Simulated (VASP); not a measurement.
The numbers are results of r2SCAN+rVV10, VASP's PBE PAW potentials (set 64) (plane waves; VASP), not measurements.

The input files of a VASP run:

**KPOINTS**
```
Automatic mesh
0
Gamma
10 10 10
0 0 0
```

INCAR:
```
SYSTEM = HgTe
PREC = Accurate
ENCUT = 520
EDIFF = 1E-7
NELM = 100
ALGO = Normal
LREAL = .FALSE.
LASPH = .TRUE.
ISMEAR = 1
SIGMA = 0.1
METAGGA = R2SCAN
LUSE_VDW = .TRUE.
BPARAM = 11.95
CPARAM = 0.0093
LMIXTAU = .TRUE.
LMAXMIX = 6
LWAVE = .FALSE.
LCHARG = .FALSE.
ISIF = 2
```

**POSCAR**
```
HgTe
4.6707140
  0.0000000000   0.7071068463   0.7071068463
  0.7071068463   0.0000000000   0.7071068463
  0.7071068463   0.7071068463   0.0000000000
Hg Te
1 1
Cart
  0.0000000000   0.0000000000   0.0000000000
  0.3535534232   0.3535534232   0.3535534232
```

POTCAR, in this order: Hg Te (PBE.64 set). Program: vasp_std.

### Question
What will the output report for the number of irreducible k-points (NKPTS), largest plane-wave count, number of space-group operations, FFT grid (NGX, NGY, NGZ)?

### Answer

```yaml
number of irreducible k-points (NKPTS): 47
largest_plane_wave_count: 1964
number_of_space_group_operations: 24
FFT grid (NGX, NGY, NGZ): 36 × 36 × 36
```

The compound is HgTe in the zinc blende structure. This cell is one point of a volume scan, at 1.03 of the reference volume.
